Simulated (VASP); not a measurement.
VASP ran on this input.

KPOINTS:
```
Automatic mesh
0
Gamma
14 14 14
0 0 0
```

**POSCAR**
```
NbC
2.26770
  0.0000000000   0.9999999910   0.9999999910
  0.9999999910   0.0000000000   0.9999999910
  0.9999999910   0.9999999910   0.0000000000
Nb C
1 1
Cart
  0.0000000000   0.0000000000   0.0000000000
  0.9999999910   0.9999999910   0.9999999910
```

**INCAR**
```
SYSTEM=NbC
ALGO=Normal
ISMEAR=1   ! Methfessel-Paxton
ENCUT=520
NELM=100   ! most electronic steps
LASPH=.True.
LCHARG=.False.
EDIFF=1E-7   ! SCF stop (eV)
LMAXMIX=4   ! l cut-off of mixed one-centre charges
LWAVE=.False.
SIGMA=0.1
PREC=Accurate
LREAL=.False.
GGA=PS
ISIF=2
```

POTCAR, in this order: Nb_sv C (PBE.64 set). Program: vasp_std.

Write an equivalent input for Quantum ESPRESSO's pw.x.

One equivalent input (not run):
```
&CONTROL
  calculation = 'scf'
  pseudo_dir = './pseudo'
  outdir = './out'
  tprnfor = .true.
  tstress = .true.
/
&SYSTEM
  ibrav = 0
  nat = 2
  ntyp = 2
  ecutwfc = 82
  occupations = 'smearing'
  smearing = 'methfessel-paxton'
  degauss = 0.00735
  input_dft = 'pbesol'
/
&ELECTRONS
  conv_thr = 7.3e-09
  electron_maxstep = 100
/
ATOMIC_SPECIES
  Nb 92.906 Nb.upf
  C 12.011 C.upf
CELL_PARAMETERS angstrom
     0.0000000    2.2677000    2.2677000
     2.2677000    0.0000000    2.2677000
     2.2677000    2.2677000    0.0000000
ATOMIC_POSITIONS crystal
  Nb   0.0000000  0.0000000  0.0000000
  C    0.5000000  0.5000000  0.5000000
K_POINTS automatic
  14 14 14 0 0 0
```
What does not carry over: the potentials are each code's own (VASP's PAW set, PseudoDojo norm-conserving files in pw.x), so ENCUT and ecutwfc are chosen apart and not converted; conv_thr bounds pw.x's estimated SCF error, while EDIFF bounds the energy change between steps.

The compound is NbC in the rock salt structure. This cell is one point of a volume scan, at 1.06 of the reference volume.
